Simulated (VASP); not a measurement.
Ni₃Al (L1_2): the lattice constant a from VASP (plane waves, PAW) at several levels of theory. Static lattice.  The measured value holds thermal and zero-point effects that the static calculation lacks.

| level | lattice constant a (Å) | error against measurement |
|---|---|---|
| revPBE | 3.590 | +0.5 % |
| optB86b-vdW | 3.540 | -0.9 % |
| TPSS | 3.532 | -1.1 % |

Measured: 3.572 Å (as given by Tensorial elastic properties and stability of interface states associated with Σ5(210) grain boundaries in Ni3(Al,Si)).

The cell of the revPBE run:

```
AlNi3
1.0
    3.58991     0.00000     0.00000
    0.00000     3.58991     0.00000
    0.00000     0.00000     3.58991
Al Ni
1 3
Direct
  0.00000   0.00000   0.00000
  0.00000   0.50000   0.50000
  0.50000   0.00000   0.50000
  0.50000   0.50000   0.00000
```
Starting moments (μB, in the order of the record's atoms Al Ni Ni Ni): 0.0 0.3 0.3 0.3.

Only levels that ran to the end are used. Left out are those held back, those with too coarse a band path, GW runs whose mesh misses a band edge, hybrids' fits of cells that aren't cubic and levels without matching references; a question may draw on a part of the rest.

The compound is Ni3Al in the L1_2 structure.
